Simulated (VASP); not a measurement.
Computed with PBE GGA with D3 dispersion (Becke-Johnson damping), VASP's PBE PAW potentials (set 64) (plane waves; VASP).

Input for VASP

**INCAR**
```
SYSTEM  =  BN
PREC  =  Accurate; ENCUT  =  520; LREAL  =  F
LASPH  =  T
EDIFF  =  1E-7; NELM  =  100; ALGO  =  Normal
ISMEAR  =  -5
GGA  =  PE; IVDW  =  12
ISIF  =  2
LWAVE  =  F; LCHARG  =  T; LORBIT  =  11
NEDOS  =  601
```

**POSCAR**
```
BN
1
    0.0000000000     1.8036728371     1.8036728371
    1.8036728371    -0.0000000000     1.8036728371
    1.8036728371     1.8036728371    -0.0000000000
B N
1 1
Direct
  0.0000000000   0.0000000000   0.0000000000
  0.2500000000   0.2500000000   0.2500000000
```

File KPOINTS:
```
Automatic mesh
0
Gamma
14 14 14
0 0 0
```

POTCAR, in this order: B N (PBE.64 set). Program: vasp_std.

### Question
Estimate the energy per atom (σ→0), dispersion energy, band gap (on the k-mesh).

### Answer

The energy per atom (σ→0) is -8.934 eV/atom and the dispersion energy comes out as -0.421 eV. The band gap (on the k-mesh) is 4.47 eV.

File OSZICAR:
```
...
DAV:   7    -0.174620760972E+02    0.75555E-01   -0.98607E-02  2192   0.306E+00    0.192E+00
DAV:   8    -0.174472503762E+02    0.14826E-01   -0.41977E-02  1944   0.188E+00    0.197E-01
DAV:   9    -0.174474700471E+02   -0.21967E-03   -0.55322E-04  1744   0.257E-01    0.767E-02
DAV:  10    -0.174475444012E+02   -0.74354E-04   -0.13708E-04  2416   0.119E-01    0.155E-02
DAV:  11    -0.174475490334E+02   -0.46321E-05   -0.73009E-06  1848   0.268E-02    0.668E-03
DAV:  12    -0.174475490488E+02   -0.15468E-07   -0.12650E-06  2040   0.945E-03    0.462E-04
DAV:  13    -0.174475490712E+02   -0.22374E-07   -0.26586E-08   840   0.184E-03
   1 F= -.17868586E+02 E0= -.17868586E+02  d E =0.000000E+00
```

The compound is BN in the zinc blende structure. It was relaxed first.
